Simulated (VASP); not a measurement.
# SO in VASP: relaxation of the atoms with HF

Aim: the relaxation of the atoms of SO with HF.

Everything below comes from runs of VASP 6.6.1. Logs are shortened: lines on timing, memory, paths and dates and some standing lists are left out, and cuts for length are marked.

## (1) Starting point

The cell holds a molecule in a box, 2 atoms: a = 9.000 Å, b = 9.500 Å, c = 10.000 Å, α = 90.00°, β = 90.00°, γ = 90.00°.

## (2) Relaxation of the atoms, HF, collinear spin, ferromagnetic start

Contents of POSCAR:

```
SO
1.0
    9.0000000000      0.0000000000      0.0000000000
    0.0000000000      9.5000000000      0.0000000000
    0.0000000000      0.0000000000     10.0000000000
S O
1 1
Direct
    0.5000000000      0.5000000000      0.4260000000
    0.5000000000      0.5000000000      0.5740000000
```

Contents of INCAR.step1:

```
SYSTEM = SO
ALGO = Normal
EDIFF = 1E-5
ENCUT = 520
GGA = PE
ISMEAR = 0
ISPIN = 2
ISYM = 0
LASPH = .TRUE.
LCHARG = .FALSE.
LORBIT = 11
LREAL = .FALSE.
LWAVE = .TRUE.
MAGMOM = 1 1
NCORE = 2
NELM = 80
NUPDOWN = 2
PREC = Accurate
SIGMA = 0.01
```

Contents of INCAR.step2:

```
SYSTEM = SO
AEXX = 1.0
AGGAC = 0.0
ALDAC = 0.0
ALGO = Normal
EDIFF = 1E-7
EDIFFG = -0.01
ENCUT = 520
GGA = PE
IBRION = 2
ISIF = 2
ISMEAR = 0
ISPIN = 2
ISTART = 1
ISYM = 0
LASPH = .TRUE.
LCHARG = .FALSE.
LHFCALC = .TRUE.
LORBIT = 11
LREAL = .FALSE.
LWAVE = .FALSE.
MAGMOM = 1 1
NCORE = 2
NELM = 80
NSW = 30
NUPDOWN = 2
PREC = Accurate
PRECFOCK = Normal
SIGMA = 0.01
```

Contents of KPOINTS:

```
k-points
0
G
  1 1 1
  0 0 0
```

Potentials or basis: VASP PAW PBE potentials, release 64 (S, O).

On the command line:

```bash
$ cat potpaw_PBE.64/S/POTCAR potpaw_PBE.64/O/POTCAR > POTCAR
$ cp INCAR.step1 INCAR
$ mpirun -np 4 vasp_gam > vasp.out
$ cp INCAR.step2 INCAR
$ mpirun -np 4 vasp_gam > vasp.out
```

OUTCAR:

```text
SYSTEM = SO
   AEXX = 1.0
   EDIFF = 1E-7
   EDIFFG = -0.01
   ENCUT = 520
   GGA = PE
   IBRION = 2
   ISIF = 2
   ISMEAR = 0
   ISPIN = 2
   ISTART = 1
   ISYM = 0
   LASPH = .TRUE.
   LHFCALC = .TRUE.
   LORBIT = 11
   LREAL = .FALSE.
   NELM = 80
   NSW = 30
   NUPDOWN = 2
   PREC = Accurate
   PRECFOCK = Normal

 ion  position               nearest neighbor table
   1  0.500  0.500  0.426-   2 1.48
   2  0.500  0.500  0.574-   1 1.48

IMPORTANT INFORMATION: All symmetrisations will be switched off!
NOSYMM: (Re-)initialisation of all symmetry stuff for point group C_1.

----------------------------------------------------------------------------------------

                                     Primitive cell

  volume of cell :     855.0000

  direct lattice vectors                    reciprocal lattice vectors
     9.000000000  0.000000000  0.000000000     0.111111111  0.000000000  0.000000000
     0.000000000  9.500000000  0.000000000     0.000000000  0.105263158  0.000000000
     0.000000000  0.000000000 10.000000000     0.000000000  0.000000000  0.100000000

  length of vectors
     9.000000000  9.500000000 10.000000000     0.111111111  0.105263158  0.100000000

  position of ions in fractional coordinates (direct lattice)
     0.500000000  0.500000000  0.426000000
     0.500000000  0.500000000  0.574000000

  ion indices of the primitive-cell ions
   primitive index   ion index
                 1           1
                 2           2

----------------------------------------------------------------------------------------

 KPOINTS: k-points

Automatic generation of k-mesh.
 Grid dimensions read from file:
 generate k-points for:    1    1    1

 Generating k-lattice:

  Cartesian coordinates                     Fractional coordinates (reciprocal lattice)
     0.111111111  0.000000000  0.000000000     1.000000000  0.000000000  0.000000000
     0.000000000  0.105263158  0.000000000     0.000000000  1.000000000  0.000000000
     0.000000000  0.000000000  0.100000000     0.000000000  0.000000000  1.000000000

  Length of vectors
     0.111111111  0.105263158  0.100000000

  Shift w.r.t. Gamma in fractional coordinates (k-lattice)
     0.000000000  0.000000000  0.000000000

 Subroutine IBZKPT returns following result:
 ===========================================

 Found      1 irreducible k-points:

 Following reciprocal coordinates:
            Coordinates               Weight
  0.000000  0.000000  0.000000      1.000000
   k-points           NKPTS =      1   k-points in BZ     NKDIM =      1   number of bands    NBANDS=     12
   number of dos      NEDOS =    301   number of ions     NIONS =      2
   total plane-waves  NPLWV = 403200
   dimension x,y,z NGX =    70 NGY =   72 NGZ =   80
   dimension x,y,z NGXF=   140 NGYF=  144 NGZF=  160
   ions per type =               1   1
   NGX,Y,Z   is equivalent  to a cutoff of  12.93, 12.60, 13.30 a.u.
   NGXF,Y,Z  is equivalent  to a cutoff of  25.86, 25.20, 26.60 a.u.
 SYSTEM =  SO
   PREC   = accura    normal or accurate (medium, high low for compatibility)
   ISTART =      1    job   : 0-new  1-cont  2-samecut
   ICHARG =      0    charge: 1-file 2-atom 10-const
   ISPIN  =      2    spin polarized calculation?
   LNONCOLLINEAR =      F non collinear calculations
   LSORBIT =      F    spin-orbit coupling
   LASPH  =      T    aspherical Exc in radial PAW
   ENCUT  =  520.0 eV  38.22 Ry    6.18 a.u.  16.73 17.66 18.59*2*pi/ulx,y,z
   NELM   =     80;   NELMIN=  2; NELMDL=  0     # of ELM steps
   EDIFF  = 0.1E-06   stopping-criterion for ELM
   LREAL  =      F    real-space projection
   EDIFFG = -.1E-01   stopping-criterion for IOM
   NSW    =     30    number of steps for IOM
   IBRION =      2    ionic relax: 0-MD 1-quasi-New 2-CG
   NFREE  =      1    steps in history (QN), initial steepest desc. (CG)
   ISIF   =      2    stress and relaxation
   ISYM   =      0    0-nonsym 1-usesym 2-fastsym
   POTIM  = 0.5000    time-step for ionic-motion
   TEBEG  =    0.0;   TEEND  =   0.0 temperature during run
   PSTRESS=    0.0 pullay stress
   NELECT =      12.0000    total number of electrons
   NUPDOWN=       2.0000    fix difference up-down
   EMIN   =  10.00;   EMAX   =-10.00  energy-range for DOS
   EFERMI =   0.00;   METHOD = LEGACY
   ISMEAR =     0;   SIGMA  =   0.01  broadening in eV -4-tet -1-fermi 0-gaus
   EFERMI_NEDOS =   21; number of points for ismear=-14 and -15
   IALGO  =     38    algorithm
   IMIX   =      1    mixing-type and parameters
     AMIX     =   0.40;   BMIX     =  1.00
     AMIX_MAG =   1.60;   BMIX_MAG =  1.00
  volume/ion in A,a.u.               =     427.50      2884.91
  Fermi-wavevector in a.u.,A,eV,Ry     =   0.394893  0.746240  2.121703  0.155941
  Thomas-Fermi vector in A             =   1.339966
   LORBIT       =     11    0 simple, 1 ext, 2 COOP (PROOUT), +10 PAW based schemes
   GGA     = PE    functional components
   LHFCALC =     T    Hartree Fock is set to
   PRECFOCK=normal    Normal, Fast or Accurate (Low or Medium for compatibility)
   ENCUT4O =  -1.0   cutoff for four orbital integrals eV
   NKREDX  =     1    reduce k-point grid by
   NKREDY  =     1    reduce k-point grid by
   NKREDZ  =     1    reduce k-point grid by
   AEXX    =    1.0000 exact exchange contribution
   HFSCREEN=    0.0000 screening length (either q_TF or 0.3 A-1)
   HFSCREENC=   0.0000 screening length for correlation (either q_TF or 0.3 A-1)
   ENCUTFOCK=  -1.0 apply spherical cutoff to Coloumb kernel
   IVDW    =     0    specifies the selected vdW correction
   LEPSILON=     F    determine dielectric tensor
   LRPA    =     F    only Hartree local field effects (RPA)
 conjugate gradient relaxation of ions
 spin polarized calculation
 Gauss-broadening in eV      SIGMA  =   0.01
  energy-cutoff  :      520.00
  volume of cell :      855.00
 maximum number of plane-waves:     11510
 NGX is ok and might be reduce to    70
  NGX = 54; NGY = 54; NGZ = 56

--------------------------------------- Ionic step        1  -------------------------------------------

 number of electron      12.0000001 magnetization       2.0000000

 Free energy of the ion-electron system (eV)
  ---------------------------------------------------
  ext. energy  EPLUGINS =         0.00000000
  ---------------------------------------------------
  free energy    TOTEN  =       -25.87651480 eV

  energy without entropy =      -25.87651480  energy(sigma->0) =      -25.87651480

------------------------ aborting loop because EDIFF is reached ----------------------------------------

  FORCE on cell =-STRESS in cart. coord.  units (eV):
  Direction    XX          YY          ZZ          XY          YZ          ZX
  --------------------------------------------------------------------------------------
  -------------------------------------------------------------------------------------
  Total       -0.2469198     -0.2530068     -5.0850016      0.0000000     -0.0000000      0.0000000
  in kB       -0.4627009     -0.4741072     -9.5287418      0.0000001     -0.0000000      0.0000000
  external PRESSURE =      -3.4885167 kB  Pullay stress =       0.0000000 kB
[... 89 lines left out ...]
  FREE ENERGIE OF THE ION-ELECTRON SYSTEM (eV)
  ---------------------------------------------------
  free  energy   TOTEN  =       -25.9383998830 eV

  energy  without entropy=      -25.9383998830  energy(sigma->0) =      -25.93839988

[... ionic steps 4 to 14 ...]

--------------------------------------- Ionic step       15  -------------------------------------------

 number of electron      12.0000001 magnetization       2.0000000

------------------------ aborting loop because EDIFF is reached ----------------------------------------

  FORCE on cell =-STRESS in cart. coord.  units (eV):
  Direction    XX          YY          ZZ          XY          YZ          ZX
  --------------------------------------------------------------------------------------
  -------------------------------------------------------------------------------------
  Total       -0.2498247     -0.2551426     -0.3954173     -0.0000000     -0.0000000      0.0000000
  in kB       -0.4681445     -0.4781095     -0.7409691     -0.0000000     -0.0000000      0.0000000
  external PRESSURE =      -0.5624077 kB  Pullay stress =       0.0000000 kB
[... 57 lines left out ...]
  energy  without entropy=      -25.9670301084  energy(sigma->0) =      -25.96703011

--------------------------------------- Ionic step       17  -------------------------------------------

 number of electron      12.0000001 magnetization       2.0000000

 Free energy of the ion-electron system (eV)
  ---------------------------------------------------
  ext. energy  EPLUGINS =         0.00000000
  ---------------------------------------------------
  free energy    TOTEN  =       -25.96703028 eV

  energy without entropy =      -25.96703028  energy(sigma->0) =      -25.96703028

 E-fermi : -13.9695     XC(G=0):   0.0000

 val. band max:      -11.1759467321   @ k =   0.0000   0.0000   0.0000
 cond. band min:       0.4127957437   @ k =   0.0000   0.0000   0.0000
 fundamental gap:     11.5887424757
 Fermi energy:       -11.1240448034

 spin component 1

 k-point     1 :       0.0000    0.0000    0.0000
  band No.  band energies     occupation
      1     -40.2592      1.00000
      2     -25.5062      1.00000
      3     -18.5187      1.00000
      4     -18.5171      1.00000
      5     -17.5807      1.00000
      6     -11.1779      1.00000
      7     -11.1759      1.00000
      8       0.4128      0.00000
      9       1.7388      0.00000
     10       1.8969      0.00000
     11       2.0169      0.00000
     12       2.0733      0.00000
 Fermi energy:       -13.9695223382

 spin component 2

 k-point     1 :       0.0000    0.0000    0.0000
  band No.  band energies     occupation
      1     -37.7899      1.00000
      2     -21.4221      1.00000
      3     -15.5412      1.00000
      4     -14.0402      1.00000
      5     -14.0384      1.00000
      6       0.4277      0.00000
      7       1.3793      0.00000
      8       1.4258      0.00000
      9       1.7649      0.00000
     10       1.9224      0.00000
     11       2.0337      0.00000
     12       2.2635      0.00000
[... 27 lines left out ...]
  FREE ENERGIE OF THE ION-ELECTRON SYSTEM (eV)
  ---------------------------------------------------
  free  energy   TOTEN  =       -25.9670302847 eV

  energy  without entropy=      -25.9670302847  energy(sigma->0) =      -25.96703028

 reached required accuracy - stopping structural energy minimisation

 total charge

# of ion       s       p       d       tot
------------------------------------------
    1        1.370   2.255   0.000   3.625
    2        1.620   3.518   0.000   5.138
--------------------------------------------------
tot          2.990   5.773   0.000   8.763

 magnetization (x)

# of ion       s       p       d       tot
------------------------------------------
    1        0.024   0.681   0.000   0.705
    2        0.025   0.644   0.000   0.669
--------------------------------------------------
tot          0.049   1.325   0.000   1.374
```

Wall time 3.3 min (4 MPI ranks of Intel Xeon 6975P-C (Granite Rapids), shared host); peak memory 0.42 GiB.

What came out:

| Item | Value |
| --- | --- |
| Free energy | -25.9670 eV |
| Energy gained by relaxing | 45.3 meV/atom |
| Ionic steps | 17 |
| Largest force after relaxing | 0.009 eV/Å |
| Net moment | 2.00 μB per cell |
| Site moments | S +0.70; O +0.67 μB |
| Valence electrons inside the program's atomic spheres | S 3.62; O 5.14 |

Forces in eV/Å, atoms in the order of the input:
```
S    0.000  0.000  0.009
O    0.000  0.000 -0.009
```

The path:
```csv
step,energy change (eV),largest force (eV/Å),pressure (GPa)
1,0.0000,3.1670,-0.35
2,3.4694,36.3996,2.62
3,-0.0619,1.8625,-0.23
4,-0.0819,1.0481,-0.15
5,-0.0905,0.0621,-0.05
6,-0.0905,0.0131,-0.06
7,-0.0905,0.0138,-0.06
8,-0.0905,0.0123,-0.06
9,-0.0905,0.0128,-0.06
10,-0.0905,0.0129,-0.06
11,-0.0905,0.0128,-0.06
12,-0.0905,0.0128,-0.06
13,-0.0905,0.0126,-0.06
14,-0.0905,0.0124,-0.06
15,-0.0905,0.0120,-0.06
16,-0.0905,0.0112,-0.06
17,-0.0905,0.0095,-0.06
```

Final structure:
```
S O
1.0
     9.00000    0.00000    0.00000
     0.00000    9.50000    0.00000
     0.00000    0.00000   10.00000
S O
1 1
Cartesian
  4.5000 4.7500 4.2871
  4.5000 4.7500 5.7129
```

Caveat: the PAW data sets were made with another functional, which shifts forces and pressure a little; the total moment is fixed, so each spin has its own Fermi level.
